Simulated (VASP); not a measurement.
Take SnO2 (rutile), without spin-orbit terms, in VASP with PAW potentials, and its band gap.

**Question.** One run gives 0.88 eV. Which level is it?
A) LDA (own cell)
B) PW91 (own cell)
C) MS2 (own cell)
D) PBEsol (own cell)

**Answer.** D, PBEsol (own cell).  The others give 1.42 (MS2 (own cell)), 0.68 (PW91 (own cell)), 1.14 (LDA (own cell)).

Only levels that ran to the end are used. Left out are those held back, those with too coarse a band path, GW runs whose mesh misses a band edge, hybrids' fits of cells that aren't cubic and levels without matching references; a question may draw on a part of the rest.

The compound is SnO2 in the rutile structure.
